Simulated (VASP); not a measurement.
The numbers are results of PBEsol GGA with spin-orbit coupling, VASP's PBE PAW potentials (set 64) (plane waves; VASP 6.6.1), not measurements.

Input for VASP

KPOINTS:
```
Automatic mesh
0
gamma
  8 8 3
```

### POSCAR
```
Sb2Se3
9.8229320
  0.4074798986  -0.0000000068   0.0000000000
 -0.2037399103   0.3528879093   0.0000000000
  0.0000000000   0.0000000000   1.0000000473
Sb Se
2 3
Cart
 -0.0000001778   0.2352587216   0.1892105351
  0.2037401660   0.1176291809   0.8107895123
  0.0000000000   0.0000000000   1.0000000473
 -0.0000001778   0.2352587216   0.6520158250
  0.2037401660   0.1176291809   0.3479842224
```

**INCAR**
```
MAGMOM=15*0
LCHARG=.FALSE.
ISMEAR=0
LSORBIT=.TRUE.
NELM=100
LASPH=.TRUE.   ! aspherical one-centre terms
GGA_COMPAT=.FALSE.
EDIFF=1E-6   ! SCF stop (eV)
GGA=PS
PREC=Accurate
ALGO=Normal
LWAVE=.FALSE.
SYSTEM=Sb2Se3
LMAXMIX=4
SIGMA=0.05   ! width (eV)
LREAL=.FALSE.   ! projection in real space or not
ENCUT=400   ! plane-wave cut-off (eV)
```

File KPOINTS_OPT:
```
k-points along high-symmetry lines
5
Line-mode
Reciprocal
  0.000000   0.000000   0.000000 ! GAMMA
  0.500000   0.000000   0.000000 ! M

  0.500000   0.000000   0.000000 ! M
  0.333333   0.333333   0.000000 ! K

  0.333333   0.333333   0.000000 ! K
  0.000000   0.000000   0.000000 ! GAMMA

  0.000000   0.000000   0.000000 ! GAMMA
  0.000000   0.000000   0.500000 ! A

  0.000000   0.000000   0.500000 ! A
  0.500000   0.000000   0.500000 ! L

  0.500000   0.000000   0.500000 ! L
  0.333333   0.333333   0.500000 ! H

  0.333333   0.333333   0.500000 ! H
  0.000000   0.000000   0.500000 ! A

  0.500000   0.000000   0.500000 ! L
  0.500000   0.000000   0.000000 ! M

  0.333333   0.333333   0.500000 ! H
  0.333333   0.333333   0.000000 ! K
```

POTCAR, in this order: Sb Se (PBE.64 set). Program: vasp_ncl.

Output of the run:

File OSZICAR:
```
       N       E                     dE             d eps       ncg     rms          rms(c)
DAV:   1     0.139642256100E+03    0.13964E+03   -0.90916E+03  1800   0.104E+03
DAV:   2    -0.744603602705E+01   -0.14709E+03   -0.14299E+03  2260   0.192E+02
DAV:   3    -0.221814015003E+02   -0.14735E+02   -0.14451E+02  2240   0.648E+01
DAV:   4    -0.225771426066E+02   -0.39574E+00   -0.39260E+00  2328   0.108E+01
DAV:   5    -0.225857088960E+02   -0.85663E-02   -0.85524E-02  2296   0.162E+00    0.602E+00
DAV:   6    -0.221297032397E+02    0.45601E+00   -0.11300E+00  2056   0.520E+00    0.406E+00
DAV:   7    -0.221199305817E+02    0.97727E-02   -0.25929E-01  2172   0.274E+00    0.167E+00
DAV:   8    -0.221218996420E+02   -0.19691E-02   -0.42151E-02  2320   0.102E+00    0.640E-01
DAV:   9    -0.221202086005E+02    0.16910E-02   -0.48020E-03  2436   0.446E-01    0.260E-01
DAV:  10    -0.221203619540E+02   -0.15335E-03   -0.38549E-03  2192   0.300E-01    0.896E-02
DAV:  11    -0.221202835812E+02    0.78373E-04   -0.48023E-04  2408   0.146E-01    0.422E-02
DAV:  12    -0.221202972969E+02   -0.13716E-04   -0.15733E-04  2000   0.645E-02    0.182E-02
DAV:  13    -0.221202997350E+02   -0.24381E-05   -0.65597E-06  2204   0.164E-02    0.568E-03
DAV:  14    -0.221202998482E+02   -0.11323E-06   -0.90005E-07  1264   0.704E-03
   1 F= -.22120300E+02 E0= -.22120220E+02  d E =-.160594E-03  mag=    -0.0000     0.0000     0.0000
       N       E                     dE             ncg
       N       E                     dE             ncg
```

File OUTCAR:
```
------------------------ aborting loop because EDIFF is reached ----------------------------------------
  FORCE on cell =-STRESS in cart. coord.  units (eV):
  Direction    XX          YY          ZZ          XY          YZ          ZX
  --------------------------------------------------------------------------------------
  Total        0.0563051      0.0563051      0.0224169      0.0000000      0.0000000      0.0000000
  in kB        0.6618998      0.6618997      0.2635234      0.0000001      0.0000000      0.0000000
  external PRESSURE =       0.5291076 kB  Pullay stress =       0.0000000 kB
  volume of cell :      136.29
      direct lattice vectors                 reciprocal lattice vectors
     4.002647335 -0.000000067  0.000000000     0.249834653  0.144242091  0.000000000
    -2.001323285  3.466393937  0.000000000     0.000000005  0.288484237  0.000000000
     0.000000000  0.000000000  9.822932465     0.000000000  0.000000000  0.101802593
 POSITION                                       TOTAL-FORCE (eV/Angst)
 -----------------------------------------------------------------------------------
     -0.00000      2.31093      1.85860         0.000000      0.000000      0.004333
      2.00133      1.15546      7.96433         0.000000      0.000000     -0.004333
      0.00000      0.00000      0.00000        -0.000000      0.000000      0.000000
     -0.00000      2.31093      6.40471        -0.000000      0.000000     -0.033179
      2.00133      1.15546      3.41823         0.000000     -0.000000      0.033179
 -----------------------------------------------------------------------------------
    total drift:                                0.000000     -0.000000      0.000000
  FREE ENERGIE OF THE ION-ELECTRON SYSTEM (eV)
  ---------------------------------------------------
  free  energy   TOTEN  =       -22.1202998482 eV

  energy  without entropy=      -22.1201392541  energy(sigma->0) =      -22.12021955

 Ion:    1  E_soc:     -0.1060106

 Ion:    2  E_soc:     -0.1060106

 Ion:    3  E_soc:     -0.0406935

 Ion:    4  E_soc:     -0.0465884

 Ion:    5  E_soc:     -0.0465884
```
(Selected blocks of OUTCAR.)

**OUTCAR**
```
 val. band max:        4.9376378364   @ k =   0.0000   0.0000   0.0000

 cond. band min:       5.0153671568   @ k =   0.0000   0.0000   0.0000


 Fermi energy:         4.9765024965

 k-point     1 :       0.0000    0.0000    0.0000
  band No.  band energies     occupation
      1      -9.6781      1.00000
      2      -9.6781      1.00000
      3      -8.9490      1.00000
      4      -8.9490      1.00000
      5      -8.3300      1.00000
      6      -8.3300      1.00000
      7      -3.9880      1.00000
      8      -3.9880      1.00000
      9      -2.6729      1.00000
     10      -2.6729      1.00000
     11       2.3535      1.00000
     12       2.3535      1.00000
     13       2.5882      1.00000
     14       2.5882      1.00000
     15       2.8277      1.00000
     16       2.8277      1.00000
     17       2.9389      1.00000
     18       2.9389      1.00000
     19       2.9771      1.00000
     20       2.9771      1.00000
     21       3.0623      1.00000
     22       3.0623      1.00000
     23       3.2479      1.00000
     24       3.2479      1.00000
     25       3.5208      1.00000
     26       3.5208      1.00000
     27       4.9376      0.86417
     28       4.9376      0.86417
     29       5.0154      0.13583
     30       5.0154      0.13583
     31       5.9255      0.00000
     32       5.9255      0.00000
     33       6.3145      0.00000
     34       6.3145      0.00000
     35       6.6779      0.00000
     36       6.6779      0.00000

 k-point     2 :       0.1250    0.0000    0.0000
  band No.  band energies     occupation
      1      -9.5380      1.00000
      2      -9.5380      1.00000
      3      -8.8271      1.00000
      4      -8.8271      1.00000
      5      -8.2512      1.00000
      6      -8.2512      1.00000
      7      -3.9936      1.00000
      8      -3.9936      1.00000
      9      -2.8412      1.00000
     10      -2.8412      1.00000
     11       1.5119      1.00000
     12       1.5119      1.00000
...
```

The structure was generated: Sb2Se3 was put into the A-La2O3 type (P-3m1), which need not be its known phase. It was relaxed first, which changed the volume by +8 %.
